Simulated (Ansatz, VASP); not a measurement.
# HfCdO3: VASP beside Ansatz, part 3 of 3

One calculation is typed for both programs; each brings its own data sets. How far apart do they land? The cell is generated by rule, not measured, and may not be a known phase. The cell is taken from a series of runs on this material, whose earlier steps may have relaxed, scaled, displaced or heated it; both programs get it as it stands.

VASP 6.6.1 and Ansatz 0.2.0.

So far: The starting structure; VASP: zone-centre phonons, PBEsol.

The structure was built from a prototype and need not be the compound's stable phase.

### Step 3. Ansatz: zone-centre phonons, PBEsol

Level of this step: Ansatz beside VASP: Kohn-Sham DFT, plane waves, PBEsol (Ansatz).

Ansatz runs on its PAW soft_1 files.

The same cell, functional and mesh now go to Ansatz, which takes its cutoff from its data sets.

input.yaml

```yaml
crystal:
  lattice:
    - [3.9407115655, 0.0, 0.0]
    - [0.0, 5.750656183, 0.0]
    - [0.0, 0.0, 5.6118664493]
  atoms:
    - { symbol: Cd, position: [0.0, 0.711684873, 0.5202785178] }
    - { symbol: Cd, position: [0.0, 0.288315127, 0.0202785178] }
    - { symbol: Hf, position: [0.5, 0.7587391796, 0.0017753386] }
    - { symbol: Hf, position: [0.5, 0.2412608204, 0.5017753386] }
    - { symbol: O, position: [0.5, 0.0719536147, 0.1637359367] }
    - { symbol: O, position: [0.5, 0.4115363197, 0.8219894094] }
    - { symbol: O, position: [0.5, 0.5884636803, 0.3219894094] }
    - { symbol: O, position: [0.5, 0.9280463853, 0.6637359367] }
    - { symbol: O, position: [0.0, 0.7070785696, 0.942675532] }
    - { symbol: O, position: [0.0, 0.2929214304, 0.442675532] }
kpoints:
  mp_grid: { grid: [6, 4, 4] }
hamiltonian:
  xc: pbesol
  pseudopotentials: { kind: paw, azcp: { folder: soft_1 }, xc_functional: pbe }
scf:
  occupations: { method: fixed }
output:
  eigenvalues: true
phonons:
  method: dfpt
  dielectric: true
  rigid_motions: translations
```

On the command line:

```bash
$ ansatz run input.yaml --threads 4 --pin off --max-ram 16384MiB --backend cpu --events-out ev --progress --plain --runs-dir out
```

Numbers of over 12 decimals in the logs are rounded to 6 here.

Output:

```text
Engine: ansatz 0.2.0, aarch64-unknown-linux-gnu
Pseudopotentials: kind: paw
Pseudopotential: Cd, paw, valence charge 20, recommended cutoff 420 eV (normal), soft_1/Cd.paw.azcp
Pseudopotential: Hf, paw, valence charge 26, recommended cutoff 420 eV (normal), soft_1/Hf.paw.azcp
Pseudopotential: O, paw, valence charge 6, recommended cutoff 420 eV (normal), soft_1/O.paw.azcp
Functional definition: PBEsol
  exchange = pbesol_x
  correlation = pbesol_c
Crystal: 10 atoms, lattice volume = 127.174 Å³
Basis set: ecut = 420 eV, 2481 PW (Γ), exchange–correlation on 54×80×80 points (8 copies of the dense FFT grid, shifted against one another)
Bands: 77, of which v1, the nominal top of the filled ones, is band 64 counted from 1 (63 counted from 0)
Symmetry: 4 space group operations
k-points: 52 of 96 (irreducible under 1 space group operation, time reversal used)
Non-local potential: Cd, projectors of the file, l = 0: 3, l = 1: 2, l = 2: 2, l = 3: 1
Non-local potential: Hf, projectors of the file, l = 0: 3, l = 1: 2, l = 2: 2, l = 3: 3
Non-local potential: O, projectors of the file, l = 0: 2, l = 1: 2, l = 2: 1
PAW form: soft (Blöchl's): semilocal exchange-correlation on the pseudo side does not see the compensation charge
PAW frozen core: Cd, regenerated for the run's functional, and the local potential with it (the file was generated under x = pbe(κ = 0.804, μ = 0.219515), c = pbe(β = 0.066725))
PAW frozen core: Hf, regenerated for the run's functional, and the local potential with it (the file was generated under x = pbe(κ = 0.804, μ = 0.219515), c = pbe(β = 0.066725))
PAW frozen core: O, regenerated for the run's functional, and the local potential with it (the file was generated under x = pbe(κ = 0.804, μ = 0.219515), c = pbe(β = 0.066725))
PAW one-centre angular grid: Cd, 590 points (default); XC on 64 Gauss nodes
PAW one-centre angular grid: Hf, 590 points (default); XC on 64 Gauss nodes
PAW one-centre angular grid: O, 110 points (default); XC on 64 Gauss nodes
Initial density: superposition of atomic densities (chi_scale 0.1, normalization cell, long waves kept (reshape's long-wave potential 0.01 eV rms))
Initial wavefunctions: pseudopotential atomic-orbital guess
Functional: x = pbesol(κ = 0.804, μ = 0.123457), c = pbesol(β = 0.046)
SCF iter   1: F=—  HF=-50943.085639 eV  |F-HF|=—  |Δ(HF+E_count)|=         —  Δρ=9.45e-2  dr2=1.03e1  ethr=3.10e-3  ⟨swp⟩=4.0  Hψ=11135  notcnv=0  defer=329
preconditioner: auto → Resta (q_TF=auto, 2.731 Å⁻¹)  ε∞=5.0  [insulator: Δε(μ)=1.447 eV  Ē_g=17.114 eV  n_scr=42 (ndim 8)  ℏωp=34.2 eV  f_vac=0.007  ε∞_Penn≈5.0]
SCF iter   2: F=—  HF=-50940.648141 eV  |F-HF|=—  |Δ(HF+E_count)|=    2.44e0  Δρ=3.80e-2  dr2=1.89e0  ethr=3.10e-3  ⟨swp⟩=2.1  Hψ=7915  notcnv=0  defer=517
SCF iter   3: F=—  HF=-50940.145532 eV  |F-HF|=—  |Δ(HF+E_count)|=   5.03e-1  Δρ=2.10e-2  dr2=5.81e-1  ethr=1.48e-3  ⟨swp⟩=2.0  Hψ=6924  notcnv=0  defer=566
SCF iter   4: F=—  HF=-50940.005367 eV  |F-HF|=—  |Δ(HF+E_count)|=   1.40e-1  Δρ=6.71e-3  dr2=3.89e-2  ethr=4.54e-4  ⟨swp⟩=2.0  Hψ=6762  notcnv=0  defer=571
SCF iter   5: F=—  HF=-50940.012652 eV  |F-HF|=—  |Δ(HF+E_count)|=   7.29e-3  Δρ=2.21e-3  dr2=8.93e-3  ethr=3.04e-5  ⟨swp⟩=2.0  Hψ=6839  notcnv=0  defer=572
SCF iter   6: F=—  HF=-50940.009376 eV  |F-HF|=—  |Δ(HF+E_count)|=   3.28e-3  Δρ=8.15e-4  dr2=6.86e-4  ethr=6.98e-6  ⟨swp⟩=2.6  Hψ=6792  notcnv=0  defer=572
SCF iter   7: F=—  HF=-50940.009328 eV  |F-HF|=—  |Δ(HF+E_count)|=   4.76e-5  Δρ=3.84e-4  dr2=2.45e-4  ethr=5.36e-7  ⟨swp⟩=2.0  Hψ=7159  notcnv=0  defer=553
SCF iter   8: F=—  HF=-50940.009517 eV  |F-HF|=—  |Δ(HF+E_count)|=   1.89e-4  Δρ=3.79e-4  dr2=1.51e-4  ethr=1.92e-7  ⟨swp⟩=2.0  Hψ=6690  notcnv=0  defer=293
SCF iter   9: F=—  HF=-50940.009486 eV  |F-HF|=—  |Δ(HF+E_count)|=   3.10e-5  Δρ=9.40e-5  dr2=1.11e-5  ethr=1.18e-7  ⟨swp⟩=2.0  Hψ=6215  notcnv=0  defer=267
SCF iter  10: F=—  HF=-50940.009495 eV  |F-HF|=—  |Δ(HF+E_count)|=   8.83e-6  Δρ=2.67e-5  dr2=1.02e-6  ethr=8.66e-9  ⟨swp⟩=2.0  Hψ=6657  notcnv=0  defer=265
SCF iter  11: F=—  HF=-50940.009496 eV  |F-HF|=—  |Δ(HF+E_count)|=   9.30e-7  Δρ=2.15e-5  dr2=5.06e-7  ethr=7.96e-10  ⟨swp⟩=2.0  Hψ=6699  notcnv=0  defer=265
SCF iter  12: F=—  HF=-50940.009496 eV  |F-HF|=—  |Δ(HF+E_count)|=   5.11e-8  Δρ=8.93e-6  dr2=9.39e-8  ethr=3.95e-10  ⟨swp⟩=2.0  Hψ=6233  notcnv=0  defer=265
SCF iter  13: F=—  HF=-50940.009496 eV  |F-HF|=—  |Δ(HF+E_count)|=   1.46e-9  Δρ=2.59e-6  dr2=8.81e-9  ethr=7.34e-11  ⟨swp⟩=2.0  Hψ=6057  notcnv=0  defer=265
SCF iter  14: F=—  HF=-50940.009496 eV  |F-HF|=—  |Δ(HF+E_count)|=  5.02e-10  Δρ=1.07e-6  dr2=1.44e-9  ethr=6.88e-12  ⟨swp⟩=2.0  Hψ=6768  notcnv=0  defer=265
SCF iter  15: F=—  HF=-50940.009496 eV  |F-HF|=—  |Δ(HF+E_count)|=  5.60e-10  Δρ=3.86e-7  dr2=1.97e-10  ethr=1.12e-12  ⟨swp⟩=2.1  Hψ=6497  notcnv=0  defer=265
[...]
k-point 2: bands = [... 60 lower, 11.2370, 11.2370, 11.2545, 11.2545, 14.9583, 14.9583, 16.9999, 16.9999, ... 9 higher]
  k-point 51: bands = [... 60 lower, 10.7545, 10.7545, 11.2671, 11.2671, 16.5478, 16.5478, 17.3491, 17.3491, ... 9 higher]
--- Phonons (Γ-DFPT): 15 representative perturbations + reference, on 52 of 96 k-points (Σ response iterations 67) ---
  k mesh reduced under 1 symmetry operation, with k and −k counted as one. Each operation leaves every solved perturbation unchanged. A smaller set is not considered because the run solves the response to a homogeneous field
  ASR residual: 1.530e-4 → 0.000e0 eV/Å²; symmetrization residual: 1.587e-5 eV/Å²
  ASR residual per site (eV/Å²): 2.94e-5 2.94e-5 2.12e-5 2.12e-5 1.53e-4 1.13e-4 1.13e-4 1.53e-4 5.48e-5 5.48e-5
  Γ frequencies (cm⁻¹): 0.00 0.00 0.00 64.89 76.62 81.55 106.69 108.29 110.23 120.64 154.67 168.39 179.46 195.49 202.90 225.17 230.10 240.67 271.28 271.73 286.26 336.89 365.20 447.31 520.79 521.14 579.58 633.64 639.79 724.89
  ε∞ (high-frequency dielectric tensor):
        5.712333     0.000000     0.000000
        0.000000     5.276168     0.000000
        0.000000     0.000000     5.410043
  ε⁰ (static dielectric tensor: ions relaxed, cell fixed):
       22.909605     0.000000     0.000000
        0.000000    29.086869     0.000000
        0.000000     0.000000    26.379386
  ε⁰ − ε∞ (ionic part):
       17.197272     0.000000     0.000000
        0.000000    23.810700     0.000000
        0.000000     0.000000    20.969343
  softest optical mode at Γ: 64.89 cm⁻¹; the repairs (sum rule, projections) moved no ω² at Γ by more than (3.28 cm⁻¹)²
  Born effective charges Z* (e; rows j = field, columns β = displacement):
    site 0:
         2.93030    0.00000    0.00000
        -0.00000    2.37594    0.26596
         0.00000    0.31223    2.50310
    site 1:
         2.93030    0.00000    0.00000
        -0.00000    2.37594   -0.26596
        -0.00000   -0.31223    2.50310
    site 2:
         5.35496    0.00000   -0.00000
         0.00000    5.43326   -0.09153
        -0.00000   -0.04077    5.51485
    site 3:
         5.35496    0.00000    0.00000
         0.00000    5.43326    0.09153
        -0.00000    0.04077    5.51485
    site 4:
        -1.73795    0.00000   -0.00000
         0.00000   -3.31171   -1.12465
        -0.00000   -1.08471   -2.92230
    site 5:
[...]
site 6:
[...]
site 7:
[...]
site 8:
[...]
site 9:
[...]
Z* charge neutrality: 1.424e-2 e pre-enforcement
  solved inside a basis spanned on kpoints, on 10×8×8 k-points, taken by the longest dipole's decay: ε∞ is read to err by 2.6e-2, Z* by 1.5e-1 e (field_mesh: kpoints solves on kpoints); Z* is corrected for what the basis lacks
  optical modes at Γ without the LO–TO term, one row a degenerate level:
      ω (cm⁻¹)  modes    IR ((D/Å)²/amu)
[...]
optical modes at Γ + LO–TO along q̂ = [1.0000, 0.0000, 0.0000]:
      ω (cm⁻¹)  modes    IR ((D/Å)²/amu)
[...]
optical modes at Γ + LO–TO along q̂ = [0.0000, 1.0000, 0.0000]:
      ω (cm⁻¹)  modes    IR ((D/Å)²/amu)
[...]
optical modes at Γ + LO–TO along q̂ = [0.0000, 0.0000, 1.0000]:
      ω (cm⁻¹)  modes    IR ((D/Å)²/amu)
[...]
406.23      1            13.4197
        447.31      1             1.4658
        520.79      1            22.4969
        573.90      1             2.0280
        633.64      1             0.0000
        639.79      1            45.1865
        653.16      1            64.6869
        724.89      1             3.2078
```

In the SCF lines HF is the Harris–Foulkes energy and dr2 the Hartree energy of the density residual, in eV; the loop may stop once dr2 is under the threshold and the program's other checks hold. Hψ counts applications of the Hamiltonian.

### Step 4. Comparison

Known differences besides the potentials themselves: fixed occupations in Ansatz, narrow Gaussian smearing in VASP; the data sets hold 128 valence electrons in Ansatz (on its PAW soft_1 files) and 80 in VASP; the cutoff is 420 eV in Ansatz and 600 eV in VASP; Ansatz makes its cores anew for this functional, VASP keeps those of its PBE data sets. Total energies have different zeros and are not compared.

The two programs side by side:

```
                                     quantity  Ansatz   VASP  difference
                                        ε∞ xx    5.71   5.64     +1.28 %
                                        ε∞ yy    5.28   5.25     +0.58 %
                                        ε∞ zz    5.41   5.40     +0.11 %
Born charge of Cd1 (mean of the diagonal) (e)    2.60   2.58       +0.02
Born charge of Hf3 (mean of the diagonal) (e)    5.43   5.39       +0.05
 Born charge of O5 (mean of the diagonal) (e)   -2.66  -2.64       -0.02
                        optical mode 1 (cm⁻¹)    64.9   67.8     -4.24 %
                        optical mode 2 (cm⁻¹)    76.6   78.6     -2.50 %
                        optical mode 3 (cm⁻¹)    81.5   85.0     -4.04 %
                        optical mode 4 (cm⁻¹)   106.7  109.4     -2.48 %
                        optical mode 5 (cm⁻¹)   108.3  110.9     -2.37 %
                        optical mode 6 (cm⁻¹)   110.2  116.0     -5.01 %
                        optical mode 7 (cm⁻¹)   120.6  123.6     -2.37 %
                        optical mode 8 (cm⁻¹)   154.7  169.8     -8.91 %
                        optical mode 9 (cm⁻¹)   168.4  174.6     -3.57 %
                       optical mode 10 (cm⁻¹)   179.5  186.8     -3.93 %
                       optical mode 11 (cm⁻¹)   195.5  206.3     -5.25 %
                       optical mode 12 (cm⁻¹)   202.9  214.5     -5.43 %
                       optical mode 13 (cm⁻¹)   225.2  229.8     -2.03 %
                       optical mode 14 (cm⁻¹)   230.1  235.2     -2.17 %
                       optical mode 15 (cm⁻¹)   240.7  253.1     -4.93 %
                       optical mode 16 (cm⁻¹)   271.3  285.2     -4.88 %
                       optical mode 17 (cm⁻¹)   271.7  285.7     -4.88 %
                       optical mode 18 (cm⁻¹)   286.3  290.5     -1.45 %
                       optical mode 19 (cm⁻¹)   336.9  344.1     -2.08 %
                       optical mode 20 (cm⁻¹)   365.2  368.5     -0.91 %
```

Modes are paired by rising frequency, not by their patterns, so a pair may set unlike modes beside each other; they are those without the splitting of longitudinal modes.

### Step 5. Results

| Item | Value |
| --- | --- |
| r.m.s. difference of the optical zone-centre modes, each program's sorted by frequency (zone-centre phonons, PBEsol) | 7.1 cm⁻¹ |
| difference in optical mode 8 (zone-centre phonons, PBEsol) | -8.9 % |

The r.m.s. difference of the optical zone-centre modes, each program's sorted by frequency is 7.1 cm⁻¹ (zone-centre phonons, PBEsol). The data sets hold unlike numbers of valence electrons (128 in Ansatz and 80 in VASP), so part of the differences comes from the potentials. Among the rows given in per cent, the largest difference of the zone-centre phonons, PBEsol pair is in optical mode 8, -8.9 %. What causes the difference of the zone-centre phonons, PBEsol pair stays open here. How closely two codes agree says nothing of how well the functional describes the real material.

[Lines on the potential files, build, host, timing and source positions are cut from VASP's logs without a mark.]

[Logs are printed without paths, hosts, clocks, repeated set-up lines and the standing remarks that a program may print on its own settings, such as how far it seeks lower states.]

[Hosts, paths, dates, database ids (printed as entryN), source tags and the programs' standing remarks are cut or masked in the printed files.]
